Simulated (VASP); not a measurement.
Input for VASP

KPOINTS:
```
K-points
0
Gamma
 20 20 11
```

### INCAR
```
SYSTEM = Be
PREC = Accurate
ENCUT = 500
EDIFF = 1E-6
NELM = 100
ALGO = Normal
LREAL = .FALSE.
LASPH = .TRUE.
ISMEAR = 1
SIGMA = 0.1
LWAVE = .FALSE.
LCHARG = .FALSE.
IBRION = 2
ISIF = 3
NSW = 40
EDIFFG = -0.02
PSTRESS = 450
```

POSCAR:
```
Be
1.0
  1.0299072086  -1.7838513314   0.0000000000
  1.0299072086   1.7838513314   0.0000000000
  0.0000000000   0.0000000000   3.2696027687
Be
2
Cart
  1.0299072086   0.5946182997   0.8174006922
  1.0299072086  -0.5946182997   2.4522020765
```

POTCAR, in this order: Be (LDA.64 set). Program: vasp_std.

Problem. Write an equivalent input for Ansatz.

Solution. One equivalent input (not run):
Ansatz 0.2 input:
```yaml
crystal:
  lattice:
    - [1.0299072, -1.7838513, 0.0000000]
    - [1.0299072, 1.7838513, 0.0000000]
    - [0.0000000, 0.0000000, 3.2696028]
  atoms:
    - { symbol: Be, position: [0.3333330, 0.6666670, 0.2500000] }
    - { symbol: Be, position: [0.6666670, 0.3333330, 0.7500000] }
kpoints:
  mp_grid: { grid: [20, 20, 11] }
hamiltonian:
  xc: lda
  pseudopotentials: { kind: paw }
scf:
  occupations: { method: methfessel_paxton, width: 0.1 }
  max_iter: 100
relax:
  max_steps: 40
  f_tol: 0.02
  cell: { p_target: 45 }
output: { forces: true, stress: true, eigenvalues: true }
```
Limits of the translation: each code has its own PAW files, so the cut-off isn't converted (ENCUT is set for VASP's; basis.ecutwfc is left out, and Ansatz then takes the one that its files recommend); Ansatz stops its SCF on the density residual and VASP on the energy change (EDIFF); Ansatz's lda is the Perdew-Wang form, while the LDA potentials of VASP carry Perdew-Zunger's.

The compound is Be in the hcp structure. It was relaxed first under an external pressure of 45 GPa.
